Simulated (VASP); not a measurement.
# LiF (Griceite): structure and properties in VASP

Wanted: the relaxed cell of LiF (Griceite) and its properties. The steps: full relaxation (PBE + D3(BJ)), second relaxation, single point with fields (PBE + D3(BJ)), band structure (PBE + D3(BJ)), total and projected DOS (PBE + D3(BJ)), independent-particle dielectric function (PBE + D3(BJ)), volume scan with PBE + D3(BJ) and fit for PBE + D3(BJ). The start is a cell from a database of measured crystal structures.

Program: VASP 6.6.1. Level of theory: PBE with D3(BJ); plane waves and PAW (Li_sv, F). Results are calculated unless marked as measured.

## (1) Set-up

Before any relaxation, the start is as follows. The structure is cubic, space group Fm-3m (No. 225). Conventional cell: a = 4.028 Å, b = 4.028 Å, c = 4.028 Å, α = 90.00°, β = 90.00°, γ = 90.00°. Nearest to Li lie 6 F at 2.01 Å. F has 6 Li at 2.01 Å nearest. Farther neighbours and most contacts between anions are not listed.

Structure file:

```xyz
2
Lattice="0.0000 2.0140 2.0140 2.0140 0.0000 2.0140 2.0140 2.0140 0.0000" Properties=species:S:1:pos:R:3 pbc="T T T"
Li    0.0000    0.0000    0.0000
F     2.0140    2.0140    2.0140
```

## (2) Full relaxation (PBE + D3(BJ))

Properties are meant for the cell that this level of theory prefers, so cell and atoms are relaxed first (ISIF = 3) until forces and stress are small; EDIFFG sets the threshold. PBE, the usual starting point, adds the gradient of the density. A dispersion term adds the long-range attraction that semilocal functionals lack. D3 with Becke-Johnson damping keeps a finite attraction at short range.

The input, INCAR:

```
SYSTEM = LiF
PREC = Accurate
ENCUT = 650
EDIFF = 1E-06
NELM = 100
ISMEAR = 0
SIGMA = 0.05
LREAL = .FALSE.
ALGO = Normal
GGA = PE
IVDW = 12
NBANDS = 11
LORBIT = 11
LWAVE = .FALSE.
LCHARG = .FALSE.
KPAR = 2
IBRION = 2
NSW = 60
ISIF = 3
EDIFFG = -0.01
```

The input, POSCAR:

```
LiF
1.0
    0.0000000000      2.0140000000      2.0140000000
    2.0140000000      0.0000000000      2.0140000000
    2.0140000000      2.0140000000      0.0000000000
Li F
1 1
Direct
    0.0000000000      0.0000000000      0.0000000000
    0.5000000000      0.5000000000      0.5000000000
```

The input, KPOINTS:

```
Automatic mesh
0
Gamma
10 10 10
0 0 0
```

Potentials, in the order of the species: Li_sv and F (PBE family, release 64).

Launch:

```bash
$ mpirun -np 2 vasp_std
```

Output:

```text
[banner, memory and clock lines left out]
running    2 mpi-ranks, on    1 nodes
 distrk:  each k-point on    1 cores,    2 groups
 distr:  one band on    1 cores,    1 groups

 POSCAR found type information on POSCAR LiF
 POSCAR found :  2 types and       2 ions
 LDA part: xc-table for (Slater+PW92), standard interpolation
 POSCAR, INCAR and KPOINTS ok, starting setup
 FFT: planning ... GRIDC
 FFT: planning ... GRID_SOFT
 FFT: planning ... GRID
 WAVECAR not read
 entering main loop
       N       E                     dE             d eps       ncg     rms          rms(c)
DAV:   1     0.363392915921E+02    0.36339E+02   -0.62161E+03  1058   0.109E+03
DAV:   2    -0.884137029680E+01   -0.45181E+02   -0.44253E+02  1162   0.213E+02
DAV:   3    -0.101320185935E+02   -0.12906E+01   -0.12848E+01  1388   0.319E+01
DAV:   4    -0.101498281512E+02   -0.17810E-01   -0.17808E-01  1221   0.375E+00
DAV:   5    -0.101500971921E+02   -0.26904E-03   -0.26903E-03  1357   0.308E-01    0.453E+00
DAV:   6    -0.963142695237E+01    0.51867E+00   -0.25711E+00  1184   0.107E+01    0.141E+00
DAV:   7    -0.963542857495E+01   -0.40016E-02   -0.22027E-02  1401   0.137E+00    0.870E-01
DAV:   8    -0.964176459112E+01   -0.63360E-02   -0.15967E-02  1345   0.147E+00    0.118E-01
DAV:   9    -0.964176608123E+01   -0.14901E-05   -0.10001E-03  1223   0.308E-01    0.455E-02
DAV:  10    -0.964185265418E+01   -0.86573E-04   -0.14998E-04  1180   0.106E-01    0.155E-02
DAV:  11    -0.964185582712E+01   -0.31729E-05   -0.59364E-06  1405   0.254E-02    0.232E-03
DAV:  12    -0.964185648747E+01   -0.66035E-06   -0.51917E-07  1189   0.678E-03
   1 F= -.99986214E+01 E0= -.99986214E+01  d E =-.999862E+01
 curvature:   0.00 expect dE= 0.000E+00 dE for cont linesearch  0.000E+00
 trial: gam= 0.00000 g(F)=  0.135E-59 g(S)=  0.458E-02 ort = 0.000E+00 (trialstep = 0.100E+01)
 search vector abs. value=  0.458E-02
 bond charge predicted
       N       E                     dE             d eps       ncg     rms          rms(c)
DAV:   1    -0.966851345242E+01   -0.26658E-01   -0.56546E-01  1067   0.663E+00    0.143E+00
DAV:   2    -0.963932644565E+01    0.29187E-01   -0.15220E-01  1136   0.275E+00    0.273E-01
DAV:   3    -0.963871502821E+01    0.61142E-03   -0.10499E-03  1277   0.333E-01    0.153E-01
DAV:   4    -0.963843092077E+01    0.28411E-03   -0.32912E-04  1571   0.164E-01    0.108E-02
DAV:   5    -0.963843300001E+01   -0.20792E-05   -0.13214E-05  1192   0.363E-02    0.333E-03
DAV:   6    -0.963843303300E+01   -0.32991E-07   -0.10241E-06  1109   0.896E-03
   2 F= -.10001981E+02 E0= -.10001981E+02  d E =-.335957E-02
 trial-energy change:   -0.003360  1 .order   -0.003346   -0.004584   -0.002108
 step:   1.8055(harm=  1.8516)  dis= 0.00000  next Energy=   -10.002837 (dE=-0.422E-02)
 bond charge predicted
       N       E                     dE             d eps       ncg     rms          rms(c)
DAV:   1    -0.965331163445E+01   -0.14879E-01   -0.36877E-01  1055   0.537E+00    0.115E+00
DAV:   2    -0.963433564093E+01    0.18976E-01   -0.97378E-02  1124   0.221E+00    0.221E-01
DAV:   3    -0.963393786055E+01    0.39778E-03   -0.67757E-04  1245   0.268E-01    0.123E-01
DAV:   4    -0.963375270689E+01    0.18515E-03   -0.21204E-04  1556   0.132E-01    0.855E-03
DAV:   5    -0.963375438551E+01   -0.16786E-05   -0.84790E-06  1150   0.294E-02    0.268E-03
DAV:   6    -0.963375428645E+01    0.99059E-07   -0.65780E-07   987   0.727E-03
   3 F= -.10002895E+02 E0= -.10002895E+02  d E =-.427405E-02
 curvature:  -0.92 expect dE=-0.126E-05 dE for cont linesearch -0.126E-05
 trial: gam=-0.01696 g(F)=  0.299E-61 g(S)=  0.137E-05 ort = 0.791E-04 (trialstep = 0.116E+01)
 search vector abs. value=  0.507E-09
 reached required accuracy - stopping structural energy minimisation
```

Run time: 4.6 s. Hardware: 2 MPI ranks of Intel Xeon 6975P-C (Granite Rapids), shared host; peak memory 0.27 GiB.

Lines that name or quote the potential files are left out of all logs, and their timing lines are given in words.

Parts of OUTCAR (step 2):

```text
ion  position               nearest neighbor table
   1  0.000  0.000  0.000-   2 2.01   2 2.01   2 2.01   2 2.01   2 2.01   2 2.01
   2  0.500  0.500  0.500-   1 2.01   1 2.01   1 2.01   1 2.01   1 2.01   1 2.01

  LATTYP: Found a face centered cubic cell.
 ALAT       =     4.0280000000

 Subroutine GETGRP returns: Found 48 space group operations
 (whereof 48 operations were pure point group operations)

The static configuration has the point symmetry O_h .

 Found     47 irreducible k-points:

   k-points           NKPTS =     47   k-points in BZ     NKDIM =     47   number of bands    NBANDS=     11

   dimension x,y,z NGX =    24 NGY =   24 NGZ =   24
   dimension x,y,z NGXF=    48 NGYF=   48 NGZF=   48

   ENCUT  =  650.0 eV  47.77 Ry    6.91 a.u.   5.92  5.92  5.92*2*pi/ulx,y,z

   NELECT =      10.0000    total number of electrons

 k-points in reciprocal lattice and weights: Automatic mesh
   0.00000000  0.00000000  0.00000000       0.001
   0.10000000  0.00000000  0.00000000       0.008
   0.20000000  0.00000000  0.00000000       0.008
   0.30000000  0.00000000  0.00000000       0.008
   0.40000000  0.00000000  0.00000000       0.008
   0.50000000  0.00000000  0.00000000       0.004
   0.10000000  0.10000000  0.00000000       0.006
   0.20000000  0.10000000  0.00000000       0.024
   0.30000000  0.10000000  0.00000000       0.024
[...]
-0.30000000  0.40000000  0.20000000       0.024
  -0.30000000  0.50000000  0.20000000       0.012

 Edisp (eV)   -0.36355

 average (electrostatic) potential at core
       1 -60.6776       2 -76.6012

 E-fermi :  -0.4711

 k-point     1 :       0.0000    0.0000    0.0000
  band No.  band energies     occupation
      1     -41.6599      2.00000
      2     -20.8876      2.00000
      3      -0.8221      2.00000
      4      -0.8221      2.00000
      5      -0.8221      2.00000
      6       8.5630      0.00000
      7      23.5899      0.00000
      8      23.5899      0.00000
      9      23.5899      0.00000
     10      23.8360      0.00000
    ...

 k-point     2 :       0.1000    0.0000    0.0000
  band No.  band energies     occupation
      1     -41.6535      2.00000
      2     -20.8467      2.00000
      3      -1.1204      2.00000
      4      -0.8463      2.00000
      5      -0.8463      2.00000
      6       8.8540      0.00000
      7      20.7821      0.00000
      8      22.2678      0.00000
      9      22.2678      0.00000
     10      24.9290      0.00000
    ...

 k-point     3 :       0.2000    0.0000    0.0000
  band No.  band energies     occupation
      1     -41.6366      2.00000
      2     -20.7368      2.00000
      3      -1.8363      2.00000
      4      -0.9080      2.00000
      5      -0.9080      2.00000
      6       9.4939      0.00000
      7      18.2863      0.00000
      8      20.7349      0.00000
      9      20.7349      0.00000
     10      26.0259      0.00000
    ...

 Edisp (eV)   -0.36914

  Total      -0.00434    -0.00434    -0.00434    -0.00000     0.00000    -0.00000
  in kB      -0.44039    -0.44039    -0.44039    -0.00000     0.00000    -0.00000
  external pressure =       -0.44 kB  Pullay stress =        0.00 kB

  energy-cutoff  :      650.00
  volume of cell :       15.81
      direct lattice vectors                 reciprocal lattice vectors
     0.000000000  1.991923107  1.991923107    -0.251013705  0.251013705  0.251013705
     1.991923107  0.000000000  1.991923107     0.251013705 -0.251013705  0.251013705
     1.991923107  1.991923107 -0.000000000     0.251013705  0.251013705 -0.251013705

 POSITION                                       TOTAL-FORCE (eV/Angst)
 -----------------------------------------------------------------------------------
      0.00000      0.00000      0.00000         0.000000      0.000000     -0.000000
      1.99192      1.99192      1.99192        -0.000000     -0.000000      0.000000
 -----------------------------------------------------------------------------------
    total drift:                               -0.000000     -0.000000      0.000000

  FREE ENERGIE OF THE ION-ELECTRON SYSTEM (eV)
  ---------------------------------------------------
  free  energy   TOTEN  =       -10.0028954450 eV

  energy  without entropy=      -10.0028954450  energy(sigma->0) =      -10.00289545

 reached required accuracy - stopping structural energy minimisation

 total charge
# of ion       s       p       d       tot
------------------------------------------
    1        2.019   0.051   0.000   2.070
    2        1.725   4.422   0.000   6.147
--------------------------------------------------
tot          3.744   4.473   0.000   8.217

[... 3 further parts left out ...]
```

CONTCAR:

```
LiF
   1.00000000000000
     0.0000000000000000    1.9919231068532204    1.9919231068532204
     1.9919231068532204    0.0000000000000000    1.9919231068532204
     1.9919231068532204    1.9919231068532204   -0.0000000000000000
  Li              F
     1     1
Direct
     0.0000000000000000    0.0000000000000000    0.0000000000000000
     0.5000000000000000    0.5000000000000000    0.5000000000000000
```

The gap is read on the k-mesh alone, so it is an upper bound where the band edges lie off the mesh. The run keeps the 48 symmetry operations of its start, so it cannot find a distortion of lower symmetry.

The steps of the relaxation:

```
step  energy less that of the first step (eV)  largest force (eV/Å)  pressure (GPa)  volume (Å³)
   1                                   0.0000                0.0000           -2.47        16.34
   2                                  -0.0034                0.0000           -1.16        16.04
   3                                  -0.0043                0.0000           -0.04        15.81
```

```
conventional cell, symmetrised  before  after  change
                         a (Å)   4.028  3.984  -1.1 %
                         b (Å)   4.028  3.984  -1.1 %
                         c (Å)   4.028  3.984  -1.1 %
              volume (Å³/atom)    8.17   7.90  -3.3 %
```

The relaxed structure:

```
Li F
1.0
     0.00000    1.99192    1.99192
     1.99192    0.00000    1.99192
     1.99192    1.99192    0.00000
Li F
1 1
Direct
  0.00000 0.00000 0.00000
  0.50000 0.50000 0.50000
```

This step gave:

| Quantity | Value |
| --- | --- |
| electrons | 10 |
| bands | 11 |
| irreducible k-points | 47 |
| symmetry operations | 48 |
| free energy (TOTEN) | -10.00 eV |
| Fermi energy | -0.4711 eV |
| pressure | -0.04404 GPa |
| metallic | no |
| valence top at k | 0, 0, 0 |
| conduction bottom at k | 0, 0, 0 |
| least direct gap at k | 0, 0, 0 |
| SCF cycles over all ionic steps | 24 |
| gap on the k-mesh | 9.385 eV |
| least direct gap on the k-mesh | 9.385 eV |

It ends with forces that vanish by symmetry and a pressure of -0.04 GPa. The volume lies -3.3 % from that of the database's start, which holds the thermal and zero-point expansion of its experiment.

## (3) Second relaxation

The basis stayed that of the start cell while the cell moved. A rerun from the cell reached resets it; the error of the finite cutoff stays.

INCAR is that of step 2.

The input, POSCAR:

```
LiF
1.0
    0.0000000000      1.9919231069      1.9919231069
    1.9919231069      0.0000000000      1.9919231069
    1.9919231069      1.9919231069      0.0000000000
Li F
1 1
Direct
    0.0000000000      0.0000000000      0.0000000000
    0.5000000000      0.5000000000      0.5000000000
```

KPOINTS is that of step 2.

Launch:

```bash
$ mpirun -np 2 vasp_std
```

Output:

```text
[... set-up lines as in an earlier step ...]
 entering main loop
       N       E                     dE             d eps       ncg     rms          rms(c)
DAV:   1     0.380792451865E+02    0.38079E+02   -0.64387E+03  1058   0.111E+03
DAV:   2    -0.888331331982E+01   -0.46963E+02   -0.45797E+02  1209   0.216E+02
DAV:   3    -0.101236032187E+02   -0.12403E+01   -0.12365E+01  1324   0.316E+01
DAV:   4    -0.101385298400E+02   -0.14927E-01   -0.14923E-01  1291   0.386E+00
DAV:   5    -0.101386967902E+02   -0.16695E-03   -0.16695E-03  1372   0.277E-01    0.453E+00
DAV:   6    -0.962054980297E+01    0.51815E+00   -0.25137E+00  1190   0.107E+01    0.138E+00
DAV:   7    -0.962438646463E+01   -0.38367E-02   -0.21049E-02  1408   0.138E+00    0.863E-01
DAV:   8    -0.963058996757E+01   -0.62035E-02   -0.15318E-02  1330   0.144E+00    0.114E-01
DAV:   9    -0.963059744433E+01   -0.74768E-05   -0.98396E-04  1222   0.308E-01    0.444E-02
DAV:  10    -0.963067568996E+01   -0.78246E-04   -0.13822E-04  1194   0.103E-01    0.154E-02
DAV:  11    -0.963067835492E+01   -0.26650E-05   -0.58196E-06  1420   0.251E-02    0.261E-03
DAV:  12    -0.963067907627E+01   -0.72135E-06   -0.47443E-07  1214   0.659E-03
   1 F= -.99998202E+01 E0= -.99998202E+01  d E =-.999982E+01
 curvature:   0.00 expect dE= 0.000E+00 dE for cont linesearch  0.000E+00
 trial: gam= 0.00000 g(F)=  0.637E-60 g(S)=  0.393E-05 ort = 0.000E+00 (trialstep = 0.100E+01)
 search vector abs. value=  0.393E-05
 reached required accuracy - stopping structural energy minimisation
```

It took 3.6 s on 2 MPI ranks; peak memory 0.27 GiB; 5.9 s of CPU time.

Parts of OUTCAR (step 3):

```text
  LATTYP: Found a face centered cubic cell.
 ALAT       =     3.9838462138

The static configuration has the point symmetry O_h .

 Found     47 irreducible k-points:

   ENCUT  =  650.0 eV  47.77 Ry    6.91 a.u.   5.86  5.86  5.86*2*pi/ulx,y,z

   NELECT =      10.0000    total number of electrons

 E-fermi :  -0.5358

 k-point     1 :       0.0000    0.0000    0.0000
  band No.  band energies     occupation
      1     -41.6616      2.00000
      2     -20.8870      2.00000
      3      -0.8214      2.00000
      4      -0.8214      2.00000
      5      -0.8214      2.00000
      6       8.5637      0.00000
      7      23.5900      0.00000
      8      23.5900      0.00000
      9      23.5904      0.00000
     10      23.8364      0.00000
    ...

 k-point     2 :       0.1000    0.0000    0.0000
  band No.  band energies     occupation
      1     -41.6551      2.00000
      2     -20.8459      2.00000
      3      -1.1190      2.00000
      4      -0.8452      2.00000
      5      -0.8452      2.00000
      6       8.8563      0.00000
      7      20.7825      0.00000
      8      22.2680      0.00000
      9      22.2680      0.00000
     10      24.9292      0.00000
    ...

 Edisp (eV)   -0.36914

  Total      -0.00737    -0.00737    -0.00737     0.00000     0.00000     0.00000
  in kB      -0.74690    -0.74690    -0.74690     0.00000     0.00000     0.00000
  external pressure =       -0.75 kB  Pullay stress =        0.00 kB

  energy-cutoff  :      650.00
  volume of cell :       15.81
      direct lattice vectors                 reciprocal lattice vectors
     0.000000000  1.991923107  1.991923107    -0.251013705  0.251013705  0.251013705
     1.991923107  0.000000000  1.991923107     0.251013705 -0.251013705  0.251013705
     1.991923107  1.991923107  0.000000000     0.251013705  0.251013705 -0.251013705

 POSITION                                       TOTAL-FORCE (eV/Angst)
 -----------------------------------------------------------------------------------
      0.00000      0.00000      0.00000        -0.000000     -0.000000      0.000000
      1.99192      1.99192      1.99192         0.000000      0.000000     -0.000000
 -----------------------------------------------------------------------------------
    total drift:                               -0.000000     -0.000000      0.000000

  FREE ENERGIE OF THE ION-ELECTRON SYSTEM (eV)
  ---------------------------------------------------
  free  energy   TOTEN  =        -9.9998202348 eV

  energy  without entropy=       -9.9998202348  energy(sigma->0) =       -9.99982023

 total charge
# of ion       s       p       d       tot
------------------------------------------
    1        2.019   0.051   0.000   2.070
    2        1.725   4.422   0.000   6.146
--------------------------------------------------
tot          3.744   4.473   0.000   8.216

[... 5 parts as in an earlier step ...]

[... 6 further parts left out ...]
```

Little changed from the start: no atom moved by 0.005 Å and no cell edge by 0.1 %.

This step gave:

```
free energy (TOTEN)             : -10.000 eV
Fermi energy                    : -0.5358 eV
pressure                        : -0.07469 GPa
SCF cycles over all ionic steps : 12
```

It ends with forces that vanish by symmetry and a pressure of -0.07 GPa. The volume moved by under 0.01 %: the run met its threshold at the first step.

(Continued in part 2 of 4.)

[Lines on the potential files, build, host, timing and source positions are cut from VASP's logs without a mark.]

[Logs are printed without paths, hosts, clocks, repeated set-up lines and the standing remarks that a program may print on its own settings, such as how far it seeks lower states.]

[Hosts, paths, dates, database ids (printed as entryN), source tags and the programs' standing remarks are cut or masked in the printed files.]

[Measured values are set beside computed ones only where the two were judged alike; some that the calculation misses by far are left out.]

[In band tables of VASP the shares of atoms and orbitals are scaled to a sum of 1 inside the atoms' spheres.]
